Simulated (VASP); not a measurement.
An input for Quantum ESPRESSO's pw.x (written as the equivalent of a VASP run, and not itself run):

```
&CONTROL
  calculation = 'scf'
  pseudo_dir = './pseudo'
  outdir = './out'
  tprnfor = .true.
  tstress = .true.
/
&SYSTEM
  ibrav = 0
  nat = 2
  ntyp = 2
  ecutwfc = 82
  occupations = 'tetrahedra'
  input_dft = 'vdw-df2'
/
&ELECTRONS
  conv_thr = 7.3e-09
  electron_maxstep = 100
/
ATOMIC_SPECIES
  Ta 180.948 Ta.upf
  C 12.011 C.upf
CELL_PARAMETERS angstrom
     0.0000000    2.2788563    2.2788563
     2.2788563    0.0000000    2.2788563
     2.2788563    2.2788563    0.0000000
ATOMIC_POSITIONS crystal
  Ta   0.0000000  0.0000000  0.0000000
  C    0.5000000  0.5000000  0.5000000
K_POINTS automatic
  15 15 15 0 0 0
```

Task: Translate this input to VASP (INCAR, KPOINTS, POSCAR, choice of POTCAR).

Result: Several could match; the one computed here: 
**KPOINTS**
```
Automatic mesh
0
Gamma
15 15 15
0 0 0
```

POSCAR:
```
TaC
1
    0.0000000000     2.2788562520     2.2788562520
    2.2788562520     0.0000000000     2.2788562520
    2.2788562520     2.2788562520     0.0000000000
Ta C
1 1
Direct
  0.0000000000   0.0000000000   0.0000000000
  0.5000000000   0.5000000000   0.5000000000
```

### INCAR
```
NELM = 100   # most electronic steps
EDIFF = 1E-7   # SCF stop (eV)
LASPH = .TRUE.
ENCUT = 520   # plane-wave cut-off (eV)
NEDOS = 601   # DOS grid
LCHARG = .TRUE.
PREC = Accurate
LWAVE = .FALSE.
ALGO = Normal
SYSTEM = TaC
LMAXMIX = 6   # l cut-off of mixed one-centre charges
ISIF = 2   # forces and stress, cell fixed
LREAL = .FALSE.   # projection in real space or not
LORBIT = 11   # lm-projected
AGGAC = 0.0
ZAB_VDW = -1.8867
LUSE_VDW = .TRUE.
GGA = ML
ISMEAR = -5
```

POTCAR, in this order: Ta_pv C (PBE.64 set). Program: vasp_std.

What does not carry over: the potentials are each code's own (VASP's PAW set, PseudoDojo norm-conserving files in pw.x), so ENCUT and ecutwfc are chosen apart and not converted; conv_thr bounds pw.x's estimated SCF error, while EDIFF bounds the energy change between steps.

The compound is TaC in the rock salt structure. It was relaxed first, which changed the volume by +7 %.
